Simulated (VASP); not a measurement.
Set up this calculation in VASP 6.6.1, as the native input.

```
Task                   : relaxation of cell and atoms
Functional             : PBE
Potentials or basis    : VASP PAW PBE potentials, release 64 (Be, Zn, Se)
Cutoff                 : 520 eV
k mesh                 : 4 × 4 × 2
Occupations            : gaussian, width 0.15 eV
Spin                   : no spin polarisation
Further INCAR settings : PREC = Normal; ALGO = Fast; EDIFF = 0.0001; IBRION = 2; EDIFFG = -0.08; NSW = 24; ISIF = 3
```

The structure of BeZn2Se3 lies in POSCAR:

```
BeZn2Se3
1.0
    4.5826137500      0.0000000000      0.0000000000
   -2.2913068700      3.9686599200      0.0000000000
    0.0000000000      0.0000000000      6.7053958500
Be Zn Se
1 2 3
Direct
    0.0000000000      0.0000000000      0.0000000000
    0.3333333300      0.6666666700      0.0000000000
    0.6666666700      0.3333333300      0.0000000000
    0.3584167900      0.0000000000      0.5000000000
    0.0000000000      0.3584167900      0.5000000000
    0.6415832100      0.6415832100      0.5000000000
```

The cell was built by a generator and needn't be a form met in nature.

These files were run (other wordings do the same):

INCAR

```
PREC = Normal
ENCUT = 520
EDIFF = 1E-4
ISMEAR = 0
SIGMA = 0.15
LREAL = False
LASPH = True
NELM = 60
ALGO = Fast
ISIF = 3
LWAVE = False
LCHARG = False
GGA = PE
IBRION = 2
NSW = 24
EDIFFG = -0.08
```

KPOINTS

```
Automatic mesh
0
Gamma
  4 4 2
```

Potentials or basis: VASP PAW PBE potentials, release 64 (Be, Zn, Se).

Command:

```bash
$ cat potpaw_PBE.64/Be/POTCAR potpaw_PBE.64/Zn/POTCAR potpaw_PBE.64/Se/POTCAR > POTCAR
$ mpirun -np 1 vasp_std > vasp.out
```

It gave:

```json
{
 "Relaxed volume": "20.54 Å³/atom",
 "Relaxed cell": "a = 4.715 Å, b = 4.715 Å, c = 6.399 Å, α = 90.00°, β = 90.00°, γ = 120.00°",
 "Space group after relaxing (to 0.05 Å)": "P-62m (No. 189)",
 "Energy gained by relaxing": "76.8 meV/atom",
 "Ionic steps": "6",
 "Pressure after relaxing": "-0.1 GPa",
 "Largest force after relaxing": "0.049 eV/Å",
 "Band gap on the k mesh": "none (metal or under the smearing width)"
}
```

Caveat: the k mesh is coarse (spacing up to 0.47 Å⁻¹), so the values aren't converged; the relaxation stopped at a loose force limit of 0.08 eV/Å, so its end isn't a converged minimum.

It took 86 s on 1 thread of Intel(R) Xeon(R) Platinum 8488C (Sapphire Rapids), on a shared host, peak memory 0.19 GiB.
